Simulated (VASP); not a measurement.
These are PBE GGA, VASP's PBE PAW potentials (set 64) (plane waves; VASP) values and carry that method's errors.

Gaps are without spin-orbit coupling.

| Item | Value |
|---|---|
| volume per atom | 12.40 Å³/atom |
| band gap (over mesh and band path) | 0.72 eV |
| smallest direct gap (over mesh and band path) | 0.72 eV |
| Hill bulk modulus | 129 GPa |
| Hill shear modulus | 41.5 GPa |

**Question.** Which relaxed crystal gives these values?
A) ZnO, P6_3mc (186)
B) ZrSe2, P-3m1 (164)
C) MgTe, P6_3mc (186)
D) SnS2, P-3m1 (164)

**Answer.** A, ZnO, P6_3mc (186)
